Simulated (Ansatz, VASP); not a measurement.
# WS2: VASP beside Ansatz, part 3 of 3

Wanted: the spread between two codes on one cell, functional and k mesh. The cell is taken from a series of runs on this material, whose earlier steps may have relaxed, scaled, displaced or heated it; both programs get it as it stands.

VASP 6.6.1 and Ansatz 0.2.0.

So far: VASP: zone-centre phonons, PBEsol, pair 1; Ansatz: zone-centre phonons, PBEsol, pair 1; Differences; VASP: zone-centre phonons, PBEsol, pair 2; Ansatz: zone-centre phonons, PBEsol, pair 2; Side by side.

## 8. VASP: zone-centre phonons, PBEsol, pair 3

Level of this step: PBEsol, no spin polarisation; plane waves and PAW (W, S) (VASP).

Second derivatives magnify differences that forces hide, and they need a tight electronic threshold.

Contents of INCAR:

```
SYSTEM = WS2
PREC = Accurate
ENCUT = 600
EDIFF = 1E-08
NELM = 120
ISMEAR = 0
SIGMA = 0.01
LREAL = .FALSE.
ALGO = Normal
GGA = PS
NBANDS = 15
LASPH = .TRUE.
LORBIT = 11
LWAVE = .FALSE.
LCHARG = .FALSE.
ISIF = 2
IBRION = 8
GGA_COMPAT = .FALSE.
EFERMI = MIDGAP
NELMDL = -8
KPAR = 2
```

Contents of POSCAR:

```
WS2
1.0
    3.1458467052      0.0000000000      0.0000000000
   -1.5729233526      2.7788708263      0.0000000000
    0.0000000000      0.0000000000     30.0000000000
W S
1 2
Direct
    0.3340895953      0.6681791906      0.3333333333
    0.6662885356      0.3325770713      0.3851806177
    0.6662885356      0.3325770713      0.2814860488
```

Contents of KPOINTS:

```
Automatic mesh
0
Gamma
12 12 1
0 0 0
```

The projector-augmented-wave data sets are W and S (PBE family, release 64).

Command:

```console
mpirun -np 2 vasp_std
```

Numbers of over 12 decimals in the logs are rounded to 6 here.

The program printed:

```text
[... set-up lines as in an earlier step ...]
 entering main loop
       N       E                     dE             d eps       ncg     rms          rms(c)
DAV:   1     0.145541173756E+03    0.14554E+03   -0.60840E+03  1290   0.943E+02
DAV:   2    -0.705086052015E+01   -0.15259E+03   -0.14140E+03  2206   0.165E+02
DAV:   3    -0.262607154171E+02   -0.19210E+02   -0.19043E+02  1843   0.746E+01
DAV:   4    -0.266642722455E+02   -0.40356E+00   -0.40131E+00  1711   0.135E+01
[...]
DAV:  28    -0.252917405386E+02   -0.52135E-07    0.58368E-10  1394   0.498E-05    0.297E-05
DAV:  29    -0.252917405606E+02   -0.22022E-07    0.73189E-10  1163   0.344E-05    0.111E-05
DAV:  30    -0.252917405692E+02   -0.85211E-08    0.80109E-10  1303   0.235E-05
   1 F= -.25291741E+02 E0= -.25291741E+02  d E =0.000000E+00
 Linear response reoptimize wavefunctions to high precision
DAV:   1    -0.252917405704E+02   -0.12387E-08    0.83104E-10  1261   0.999E-06
DAV:   2    -0.252917405704E+02   -0.54570E-11    0.83941E-10  1394   0.359E-06
 Linear response DOF=           6
 Linear response progress:
[...]
RMM:  17    -0.931679636495E-01   -0.62956E-09   -0.52250E-07  2273   0.137E-04    0.413E-07
RMM:  18    -0.931679629546E-01    0.69487E-09   -0.52263E-07  2023   0.136E-04    0.153E-07
RMM:  19    -0.931679624723E-01    0.48231E-09   -0.52635E-07  2011   0.136E-04    0.696E-08
 first order change of Fermi-energy  -0.56861E-02
 force on displaced ion       2 direction 2 :  -0.000 -10.453   0.335
 Linear response progress:
  Degree of freedom:   6/  6
       N       E                     dE             d eps       ncg     rms          rms(c)
RMM:   1    -0.160631408866E+00   -0.16063E+00    0.18060E-02  3054   0.216E+00
RMM:   2    -0.157198730067E+00    0.34327E-02   -0.32284E-03  2105   0.428E-01    0.355E-01
RMM:   3    -0.157090130456E+00    0.10860E-03   -0.40060E-04  2187   0.126E-01    0.257E-01
RMM:   4    -0.157234138699E+00   -0.14401E-03   -0.27094E-04  2175   0.785E-02    0.455E-02
[...]
RMM:  24    -0.157230710657E+00    0.31235E-10   -0.24187E-07  1875   0.109E-04    0.157E-07
RMM:  25    -0.157230711207E+00   -0.55069E-09   -0.23812E-07  1833   0.109E-04    0.124E-07
RMM:  26    -0.157230711254E+00   -0.46735E-10   -0.24026E-07  1762   0.109E-04    0.483E-08
 first order change of Fermi-energy   0.12964E+01
 force on displaced ion       2 direction 3 :  -0.000   0.337 -18.604
 Linear response finished
```

From OUTCAR (step 8):

```text
  Total       -0.4772895     -1.7290690     -0.0918518      0.0000000      0.0000000      0.0000000
  in kB       -2.9158505    -10.5632055     -0.5611398      0.0000000      0.0000000      0.0000000
  external PRESSURE =      -4.6800653 kB  Pullay stress =       0.0000000 kB

 POSITION                                       TOTAL-FORCE (eV/Angst)
 -----------------------------------------------------------------------------------
      0.00000      1.85678     10.00000        -0.000000      0.001928      0.000000
      1.57292      0.92419     11.55542         0.000000     -0.000964     -0.026843
      1.57292      0.92419      8.44458         0.000000     -0.000964      0.026843
 -----------------------------------------------------------------------------------
    total drift:                                0.000000      0.000235      0.000002

[... 1 part as in an earlier step ...]

[... 1 further part left out ...]
```

## 9. Ansatz: zone-centre phonons, PBEsol, pair 3

The same cell, functional and mesh now go to Ansatz, which takes its cutoff from its data sets.

The cell is taken from a series of runs on this material, whose earlier steps may have relaxed, scaled, displaced or heated it; both programs get it as it stands.

Contents of input.yaml:

```yaml
crystal:
  lattice:
    - [3.1458467052, 0.0, 0.0]
    - [-1.5729233526, 2.7788708263, 0.0]
    - [0.0, 0.0, 30.0]
  atoms:
    - { symbol: W, position: [0.3340895953, 0.6681791906, 0.3333333333] }
    - { symbol: S, position: [0.6662885357, 0.3325770713, 0.3851806178] }
    - { symbol: S, position: [0.6662885357, 0.3325770713, 0.2814860489] }
  periodic: [true, true, false]
kpoints:
  mp_grid: { grid: [12, 12, 1] }
hamiltonian:
  xc: pbesol
  pseudopotentials: { kind: paw, azcp: { folder: soft_1 }, xc_functional: pbe }
scf:
  occupations: { method: fixed }
output:
  eigenvalues: true
phonons:
  method: dfpt
```

Command:

```console
ansatz run input.yaml --threads 4 --pin off --max-ram 16384MiB --backend cpu --events-out ev --progress --plain --runs-dir out
```

The program printed:

```text
[...]
Crystal: 3 atoms, lattice volume = 262.257 Å³
Basis set: ecut = 420 eV, 5141 PW (Γ), exchange–correlation on 48×48×432 points (8 copies of the dense FFT grid, shifted against one another)
Bands: 17, of which v1, the nominal top of the filled ones, is band 13 counted from 1 (12 counted from 0)
Symmetry: 4 space group operations
k-points: 43 of 144 (irreducible under 2 space group operations, time reversal used)
[...]
k-point 2: bands = [... 9 lower, -8.1554, -7.9307, -7.1640, -6.1476, -3.4094, -2.9570, -2.8835, -2.0970]
  k-point 42: bands = [... 9 lower, -9.3502, -9.0731, -7.6028, -6.4547, -3.2944, -2.3536, -2.3157, -0.6150]
[...]
ASR residual: 1.150e-4 → 0.000e0 eV/Å²; symmetrization residual: 6.933e-6 eV/Å²
  ASR residual per site (eV/Å²): 2.38e-5 1.15e-4 1.15e-4
  Γ frequencies (cm⁻¹): 0.00 0.00 0.00 290.92 294.45 348.93 353.96 414.78 433.05
[...]
[key lines of the parts left out:]
SCF converged after 13 iterations
Free energy (F): -12030.054168 eV
Fermi energy:    -5.774405 eV
```

## 10. Differences

What differs besides the data sets and the points named for the pairs above, as far as they apply: the data sets hold 26 valence electrons in Ansatz (on its PAW soft_1 files) and 18 in VASP. Total energies have different zeros and are not compared.

Both answers:

```
             quantity  Ansatz   VASP  difference
optical mode 1 (cm⁻¹)   290.9  292.8     -0.63 %
optical mode 2 (cm⁻¹)   294.4  296.3     -0.64 %
optical mode 3 (cm⁻¹)   348.9  351.0     -0.59 %
optical mode 4 (cm⁻¹)   354.0  356.1     -0.60 %
optical mode 5 (cm⁻¹)   414.8  418.8     -0.96 %
optical mode 6 (cm⁻¹)   433.1  435.1     -0.48 %
```

Modes are paired by rising frequency, not by their patterns, so a pair may set unlike modes beside each other; they are those without the splitting of longitudinal modes. Where the cell holds vacuum, a pressure given here is an average over it and none of the material.

## 11. What came out

```
r.m.s. difference of the optical zone-centre modes, each program's sorted by frequency (zone-centre phonons, PBEsol, pair 1) : 2.5 cm⁻¹
difference in optical mode 5 (zone-centre phonons, PBEsol, pair 1)                                                           : -1.0 %
r.m.s. difference of the optical zone-centre modes, each program's sorted by frequency (zone-centre phonons, PBEsol, pair 2) : 2.5 cm⁻¹
difference in optical mode 5 (zone-centre phonons, PBEsol, pair 2)                                                           : -1.0 %
r.m.s. difference of the optical zone-centre modes, each program's sorted by frequency (zone-centre phonons, PBEsol, pair 3) : 2.5 cm⁻¹
difference in optical mode 5 (zone-centre phonons, PBEsol, pair 3)                                                           : -1.0 %
```

The r.m.s. difference of the optical zone-centre modes, each program's sorted by frequency is 2.5 cm⁻¹ (zone-centre phonons, PBEsol, pair 1). The data sets hold unlike numbers of valence electrons (26 in Ansatz and 18 in VASP), so part of the differences may come from the potentials. Among the rows given in per cent, the largest difference of the zone-centre phonons, PBEsol, pair 1 pair is in optical mode 5, -1.0 %. Among the rows given in per cent, the largest difference of the zone-centre phonons, PBEsol, pair 2 pair is in optical mode 5, -1.0 %. Among the rows given in per cent, the largest difference of the zone-centre phonons, PBEsol, pair 3 pair is in optical mode 5, -1.0 %. Such differences can come from data sets, numerical settings and the points named under the comparisons, not from the functional's error against experiment.

[Lines on the potential files, build, host, timing and source positions are cut from VASP's logs without a mark.]

[Logs are printed without paths, hosts, clocks, repeated set-up lines and the standing remarks that a program may print on its own settings, such as how far it seeks lower states.]

[Hosts, paths, dates, database ids (printed as entryN), source tags and the programs' standing remarks are cut or masked in the printed files.]
